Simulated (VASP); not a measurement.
Here is the system:

```
Pt3Ti
1.0
    3.89098     0.00000     0.00000
    0.00000     3.89098     0.00000
    0.00000     0.00000     3.89098
Ti Pt
1 3
Direct
  0.00000   0.00000   0.00000
  0.00000   0.50000   0.50000
  0.50000   0.00000   0.50000
  0.50000   0.50000   0.00000
```

These are AM05 GGA, VASP's PBE PAW potentials (set 64) (plane waves; VASP 6.6.1) values and carry that method's errors. Settings: 520 eV cut-off, Gaussian smearing of 0.050 eV, potentials Ti_sv Pt.

Give the energies of bands 11 to 24 at the high-symmetry points, in eV from the Fermi level.

```csv
band,Γ,X,M,R
11,-6.85,-5.16,-4.92,-4.57
12,-3.69,-4.77,-4.92,-3.71
13,-3.69,-4.47,-4.46,-3.71
14,-3.69,-4.47,-4.46,-3.71
15,-1.72,-3.64,-4.21,-3.10
16,-1.72,-3.18,-3.26,-3.10
17,-0.55,-2.73,-3.17,-1.11
18,0.02,-2.73,-3.17,-0.80
19,0.02,-2.66,-2.56,-0.80
20,0.02,-1.41,-2.35,-0.80
21,1.36,-0.25,-2.31,-0.48
22,1.36,-0.25,0.17,-0.48
23,1.50,0.03,0.17,-0.48
24,1.50,0.40,0.31,1.19
```

It has no gap at this level: it comes out as a metal or semimetal.

The compound is Pt3Ti in the L1_2 structure. It was relaxed first.
